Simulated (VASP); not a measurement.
# MgCuC2O6 (R-3) in VASP: single point with r2SCAN

Aim: the single point of MgCuC2O6 with r2SCAN.

All numbers are computed with VASP 6.6.1; they aren't measurements. Logs are shortened: lines on timing, memory, paths and dates and some standing lists are left out, and cuts for length are marked.

**1. Starting point**

The structure is trigonal, space group R-3 (No. 148). Conventional cell: a = 4.547 Å, b = 4.547 Å, c = 14.888 Å, α = 90.00°, β = 90.00°, γ = 120.00°. Cu (site symmetry -3) has 6 O at 1.64 Å as nearest neighbours. Mg (site symmetry -3) is surrounded by 6 O at 2.05 Å. Around C (site symmetry 3) lie 9 O at 2.33 to 2.46 Å. O (site symmetry 1) has 1 Cu at 1.64 Å as nearest neighbours.

The cell was built by a generator and needn't be a form met in nature.

**2. Single point, r2SCAN**

Contents of POSCAR:

```
MgCuC2O6
1.0
    2.2735232900      3.9378555400      0.0000000000
   -2.2735232900      3.9378555400      0.0000000000
    0.0000000000     -2.6252370300      4.9626969100
Cu Mg C O
1 1 2 6
Direct
    0.0000000000      0.0000000000      0.0000000000
    0.5000000000      0.5000000000      0.5000000000
    0.2435000000      0.2435000000      0.7305000000
    0.7565000000      0.7565000000      0.2695000000
    0.7618000000      0.7662000000      0.8367000000
    0.3087000000      0.7618000000      0.8367000000
    0.7662000000      0.3087000000      0.8367000000
    0.2382000000      0.2338000000      0.1633000000
    0.6913000000      0.2382000000      0.1633000000
    0.2338000000      0.6913000000      0.1633000000
```

Contents of INCAR.step1:

```
SYSTEM = MgCuC2O6
ALGO = Normal ; EDIFF = 1E-4
ENCUT = 520 ; GGA = PE
ISMEAR = -1 ; LASPH = .True.
LCHARG = .False. ; LREAL = .False.
LWAVE = .True. ; NBANDS = 40
NELM = 100 ; PREC = Accurate
SIGMA = 0.1
```

Contents of INCAR.step2:

```
SYSTEM = MgCuC2O6
ALGO = Normal ; EDIFF = 1E-7
ENCUT = 520 ; ISIF = 2
ISMEAR = -1 ; ISTART = 1
LASPH = .True. ; LCHARG = .False.
LMIXTAU = .True. ; LREAL = .False.
LWAVE = .False. ; METAGGA = R2SCAN
NBANDS = 40 ; NELM = 100
PREC = Accurate ; SIGMA = 0.1
```

Contents of KPOINTS:

```
k-points
0
Gamma
  6 6 6
  0 0 0
```

Potentials or basis: VASP PAW PBE potentials, release 64 (Cu, Mg, C, O).

On the command line:

```console
$ cat potpaw_PBE.64/Cu/POTCAR potpaw_PBE.64/Mg/POTCAR potpaw_PBE.64/C/POTCAR potpaw_PBE.64/O/POTCAR > POTCAR
$ cp INCAR.step1 INCAR
$ mpirun -np 1 vasp_std > vasp.out
$ cp INCAR.step2 INCAR
$ mpirun -np 1 vasp_std > vasp.out
```

OUTCAR:

```text
SYSTEM = MgCuC2O6
   EDIFF = 1E-7
   ENCUT = 520
   ISIF = 2
   ISMEAR = -1
   ISTART = 1
   LASPH = .True.
   LREAL = .False.
   METAGGA = R2SCAN
   NELM = 100
   PREC = Accurate

 ion  position               nearest neighbor table
   1  0.000  0.000  0.000-   5 1.64   8 1.64   7 1.64  10 1.64   9 1.64   6 1.64
   2  0.500  0.500  0.500-   5 2.05   8 2.05   6 2.05   9 2.05   7 2.05  10 2.05   3 2.86   4 2.86
                             3 2.86   3 2.86   4 2.86   4 2.86
   3  0.243  0.243  0.730-   2 2.86   2 2.86   2 2.86
   4  0.757  0.757  0.270-   2 2.86   2 2.86   2 2.86
   5  0.762  0.766  0.837-   1 1.64   2 2.05
   6  0.309  0.762  0.837-   1 1.64   2 2.05
   7  0.766  0.309  0.837-   1 1.64   2 2.05
   8  0.238  0.234  0.163-   1 1.64   2 2.05
   9  0.691  0.238  0.163-   1 1.64   2 2.05
  10  0.234  0.691  0.163-   1 1.64   2 2.05

  LATTYP: Found a trigonal (rhomboedric) cell.
 ALAT       =     5.6142885679
 COS(alpha) =     0.6720260515

  Lattice vectors:

 A1 = (   2.2735232900,   1.3126185100,   4.9626969100)
 A2 = (  -2.2735232900,   1.3126185100,   4.9626969100)
 A3 = (   0.0000000000,  -2.6252370300,   4.9626969100)

Analysis of symmetry for initial positions (statically):
=====================================================================
 Subroutine PRICEL returns:
 Original cell was already a primitive cell.

 Routine SETGRP: Setting up the symmetry group for a
 trigonal (rhombohedral) supercell.

 Subroutine GETGRP returns: Found  6 space group operations
 (whereof  6 operations were pure point group operations)
 out of a pool of 12 trial point group operations.

The static configuration has the point symmetry S_6 .

Analysis of symmetry for dynamics (positions and initial velocities):
=====================================================================
 Subroutine PRICEL returns:
 Original cell was already a primitive cell.

 Routine SETGRP: Setting up the symmetry group for a
 trigonal (rhombohedral) supercell.

 Subroutine GETGRP returns: Found  6 space group operations
 (whereof  6 operations were pure point group operations)
 out of a pool of 12 trial point group operations.

The dynamic configuration has the point symmetry S_6 .

 Subroutine INISYM returns: Found  6 space group operations
 (whereof  6 operations are pure point group operations),
 and found     1 'primitive' translations

----------------------------------------------------------------------------------------

                                     Primitive cell

  volume of cell :      88.8601

  direct lattice vectors                    reciprocal lattice vectors
     2.273523290  3.937855540  0.000000000     0.219922973  0.126972662  0.067167780
    -2.273523290  3.937855540  0.000000000    -0.219922973  0.126972662  0.067167780
     0.000000000 -2.625237030  4.962696910     0.000000000  0.000000000  0.201503339

  length of vectors
     4.547044579  4.547044579  5.614288030     0.262677904  0.262677904  0.201503339

  position of ions in fractional coordinates (direct lattice)
     0.000000000  0.000000000  0.000000000
     0.500000000  0.500000000  0.500000000
     0.243500000  0.243500000  0.730500000
     0.756500000  0.756500000  0.269500000
     0.761800000  0.766200000  0.836700000
     0.308700000  0.761800000  0.836700000
     0.766200000  0.308700000  0.836700000
     0.238200000  0.233800000  0.163300000
     0.691300000  0.238200000  0.163300000
     0.233800000  0.691300000  0.163300000

  ion indices of the primitive-cell ions
   primitive index   ion index
                 1           1
                 2           2
                 3           3
                 4           4
                 5           5
                 6           6
                 7           7
                 8           8
                 9           9
                10          10

----------------------------------------------------------------------------------------

 KPOINTS: k-points

Automatic generation of k-mesh.
 Grid dimensions read from file:
 generate k-points for:    6    6    6

 Generating k-lattice:

  Cartesian coordinates                     Fractional coordinates (reciprocal lattice)
     0.036653829  0.021162110  0.011194630     0.166666667  0.000000000  0.000000000
    -0.036653829  0.021162110  0.011194630     0.000000000  0.166666667  0.000000000
     0.000000000  0.000000000  0.033583890     0.000000000  0.000000000  0.166666667

  Length of vectors
     0.043779651  0.043779651  0.033583890

  Shift w.r.t. Gamma in fractional coordinates (k-lattice)
     0.000000000  0.000000000  0.000000000

 Subroutine IBZKPT returns following result:
 ===========================================

 Found     40 irreducible k-points:

 Following reciprocal coordinates:
            Coordinates               Weight
  0.000000  0.000000  0.000000      1.000000
  0.166667  0.000000  0.000000      6.000000
  0.333333  0.000000  0.000000      6.000000
  0.500000  0.000000  0.000000      3.000000
  0.166667  0.166667  0.000000      6.000000
  0.333333  0.166667  0.000000      6.000000
[... 16 lines left out ...]
  0.166667  0.166667  0.166667      6.000000
  0.333333  0.166667  0.166667      6.000000
 [... further k-points ...]
   k-points           NKPTS =     40   k-points in BZ     NKDIM =     40   number of bands    NBANDS=     40
   number of dos      NEDOS =    301   number of ions     NIONS =     10
   total plane-waves  NPLWV =  54432
   dimension x,y,z NGX =    36 NGY =   36 NGZ =   42
   dimension x,y,z NGXF=    72 NGYF=   72 NGZF=   84
   ions per type =               1   1   2   6
   NGX,Y,Z   is equivalent  to a cutoff of  13.16, 13.16, 12.44 a.u.
   NGXF,Y,Z  is equivalent  to a cutoff of  26.32, 26.32, 24.87 a.u.
 SYSTEM =  MgCuC2O6
   PREC   = accura    normal or accurate (medium, high low for compatibility)
   ISTART =      1    job   : 0-new  1-cont  2-samecut
   ICHARG =      0    charge: 1-file 2-atom 10-const
   ISPIN  =      1    spin polarized calculation?
   LNONCOLLINEAR =      F non collinear calculations
   LSORBIT =      F    spin-orbit coupling
   LASPH  =      T    aspherical Exc in radial PAW
   ENCUT  =  520.0 eV  38.22 Ry    6.18 a.u.   8.45  8.45 10.44*2*pi/ulx,y,z
   NELM   =    100;   NELMIN=  2; NELMDL=  0     # of ELM steps
   EDIFF  = 0.1E-06   stopping-criterion for ELM
   LREAL  =      F    real-space projection
   EDIFFG = 0.1E-05   stopping-criterion for IOM
   NSW    =      0    number of steps for IOM
   IBRION =     -1    ionic relax: 0-MD 1-quasi-New 2-CG
   NFREE  =      0    steps in history (QN), initial steepest desc. (CG)
   ISIF   =      2    stress and relaxation
   ISYM   =      2    0-nonsym 1-usesym 2-fastsym
   POTIM  = 0.5000    time-step for ionic-motion
   TEBEG  =    0.0;   TEEND  =   0.0 temperature during run
   PSTRESS=    0.0 pullay stress
   NELECT =      57.0000    total number of electrons
   NUPDOWN=      -1.0000    fix difference up-down
   EMIN   =  10.00;   EMAX   =-10.00  energy-range for DOS
   EFERMI =   0.00;   METHOD = LEGACY
   ISMEAR =    -1;   SIGMA  =   0.10  broadening in eV -4-tet -1-fermi 0-gaus
   EFERMI_NEDOS =   21; number of points for ismear=-14 and -15
   IALGO  =     38    algorithm
   IMIX   =      4    mixing-type and parameters
     AMIX     =   0.40;   BMIX     =  1.00
     AMIX_MAG =   1.60;   BMIX_MAG =  1.00
  volume/ion in A,a.u.               =       8.89        59.97
  Fermi-wavevector in a.u.,A,eV,Ry     =   1.411879  2.668064 27.121884  1.993402
  Thomas-Fermi vector in A             =   2.533685
   LORBIT       =      0    0 simple, 1 ext, 2 COOP (PROOUT), +10 PAW based schemes
   METAGGA = R2SCAN    functional components
   LHFCALC =     F    Hartree Fock is set to
   AEXX    =    0.0000 exact exchange contribution
   IVDW    =     0    specifies the selected vdW correction
   LEPSILON=     F    determine dielectric tensor
   LRPA    =     F    only Hartree local field effects (RPA)
 non-spin polarized calculation
  energy-cutoff  :      520.00
  volume of cell :       88.86
 maximum number of plane-waves:      2419
 NGX is ok and might be reduce to    36
   NGX = 17   NGY = 17   NGZ = 21

 number of electron      56.9999982 magnetization

 Free energy of the ion-electron system (eV)
  ---------------------------------------------------
  ext. energy  EPLUGINS =         0.00000000
  ---------------------------------------------------
  free energy    TOTEN  =       -53.01908570 eV

  energy without entropy =      -52.84826888  energy(sigma->0) =      -52.93367729

 E-fermi :   3.9509     XC(G=0): -12.1520

 val. band max:        3.9445982388   @ k =   0.5000   0.1667  -0.3333
 cond. band min:       3.9524299213   @ k =   0.1667   0.1667   0.1667
 fundamental gap:      0.0078316825
 Fermi energy:         3.9508614276

 k-point     1 :       0.0000    0.0000    0.0000
  band No.  band energies     occupation
      1     -18.4391      2.00000
      2     -15.7905      2.00000
      3     -14.8940      2.00000
      4     -14.8939      2.00000
      5     -14.6758      2.00000
      6     -14.6758      2.00000
[... 32 lines left out ...]
     39      15.5887      0.00000
     40      15.5887      0.00000

 k-point     2 :       0.1667    0.0000    0.0000
  band No.  band energies     occupation
      1     -18.2740      2.00000
      2     -15.9011      2.00000
      3     -15.1777      2.00000
      4     -14.9604      2.00000
      5     -14.6335      2.00000
      6     -14.5517      2.00000
[... 935 lines left out ...]
     39      15.7230      0.00000
     40      16.0310      0.00000

 k-point    24 :       0.3333    0.1667    0.1667
  band No.  band energies     occupation
      1     -17.9034      2.00000
      2     -16.1530      2.00000
      3     -15.6398      2.00000
      4     -14.9634      2.00000
      5     -14.6626      2.00000
      6     -14.4033      2.00000
[... 32 lines left out ...]
     39      15.5744      0.00000
     40      15.8472      0.00000

 [... further k-points ...]

------------------------ aborting loop because EDIFF is reached ----------------------------------------

  FORCE on cell =-STRESS in cart. coord.  units (eV):
  Direction    XX          YY          ZZ          XY          YZ          ZX
  --------------------------------------------------------------------------------------
  -------------------------------------------------------------------------------------
  Total       30.7929510     30.7929148     12.5064239     -0.0000074     -0.0000000      0.0000000
  in kB      555.2070315    555.2063800    225.4949350     -0.0001342     -0.0000002      0.0000000
  external PRESSURE =     445.3027822 kB  Pullay stress =       0.0000000 kB

 VOLUME and BASIS-vectors are now :
 -----------------------------------------------------------------------------
  energy-cutoff  :      520.00
  volume of cell :       88.86
      direct lattice vectors                 reciprocal lattice vectors
     2.273523290  3.937855540  0.000000000     0.219922973  0.126972662  0.067167780
    -2.273523290  3.937855540  0.000000000    -0.219922973  0.126972662  0.067167780
     0.000000000 -2.625237030  4.962696910     0.000000000  0.000000000  0.201503339

 POSITION                                       TOTAL-FORCE (eV/Angst)
 -----------------------------------------------------------------------------------
      0.00000      0.00000      0.00000         0.000000      0.000000      0.000000
      0.00000      2.62524      2.48135         0.000000      0.000000      0.000000
      0.00000     -0.00000      3.62525         0.000000     -0.000000      1.227250
      0.00000      5.25047      1.33745         0.000000      0.000000     -1.227250
     -0.01000      3.82051      4.15229        -0.209635     -2.290085     -4.549576
     -1.03013      2.01894      4.15229         2.088091      0.963494     -4.549576
      1.04014      2.03627      4.15229        -1.878456      1.326592     -4.549576
      0.01000      1.42997      0.81041         0.209635      2.290085      4.549576
      1.03013      3.23154      0.81041        -2.088091     -0.963494      4.549576
     -1.04014      3.21421      0.81041         1.878456     -1.326592      4.549576
 -----------------------------------------------------------------------------------
    total drift:                                0.000000     -0.000000      0.000000

  FREE ENERGIE OF THE ION-ELECTRON SYSTEM (eV)
  ---------------------------------------------------
  free  energy   TOTEN  =       -53.0190857006 eV

  energy  without entropy=      -52.8482688753  energy(sigma->0) =      -52.93367729
```

Wall time 9.1 min (1 thread of Intel Xeon Platinum 8488C (Sapphire Rapids), shared host); peak memory 0.32 GiB.

What came out:

```yaml
Free_energy: -53.0191 eV
Pressure: 44.5 GPa
Largest_force: 5.098 eV/Å
Band_gap_on_the_k_mesh: none (metal or under the smearing width)
```

Forces in eV/Å, atoms in the order of the input:
```
Cu   0.000  0.000  0.000
Mg   0.000  0.000  0.000
C    0.000  0.000  1.227
C    0.000  0.000 -1.227
O   -0.210 -2.290 -4.550
O    2.088  0.963 -4.550
O   -1.878  1.327 -4.550
O    0.210  2.290  4.550
O   -2.088 -0.963  4.550
O    1.878 -1.327  4.550
```

Stress tensor (GPa, compression positive):
```
55.52  0.00  0.00
 0.00 55.52  0.00
 0.00  0.00 22.55
```

Caveat: a pressure of tens of GPa on the cell as given is suspect, and the run, the potentials or the cell itself is likely at fault; the PAW data sets were made with another functional, which shifts forces and pressure a little; an odd number of electrons without spin polarisation forces a metal; a magnetic or distorted state may lie lower; the run has no spin polarisation, though such a crystal can be magnetic; semilocal functionals often make such compounds metallic where correlation or magnetic order opens a gap, which also shifts bond lengths. With open d or f shells a metallic result of r2SCAN can be an artefact of self-interaction; +U or a hybrid may open a gap.
